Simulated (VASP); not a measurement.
```yaml
crystal:
  lattice:
    - [0.00000, 2.16860, 2.16860]
    - [2.16860, 0.00000, 2.16860]
    - [2.16860, 2.16860, 0.00000]
  atoms:
    - { symbol: Nb, position: [0.00000, 0.00000, 0.00000] }
    - { symbol: N, position: [0.50000, 0.50000, 0.50000] }
```

All values below come from PBE GGA with D3 dispersion (Becke-Johnson damping), VASP's PBE PAW potentials (set 64) (plane waves; VASP 6.6.1). Run with 520 eV cut-off, 14×14×14 Γ-centred mesh, first-order Methfessel-Paxton smearing of 0.10 eV, potentials Nb_sv N.

Question: Predict the energy per atom (σ→0), pressure, band gap (on the k-mesh) with the smallest direct gap where there is one.

Answer: 
The band gap (on the k-mesh) is none (metal, semimetal or under 0.01 eV) and the energy per atom (σ→0) comes out as -10.762 eV/atom. The pressure is 10.79 GPa.

Total energies compare only between runs with the same potentials, cut-off and functional.

The compound is NbN in the rock salt structure, the cubic δ form, which competes with hexagonal ones. This cell is one point of a volume scan, at 0.97 of the reference volume. VASP warned that the highest band is occupied, so more bands are needed.
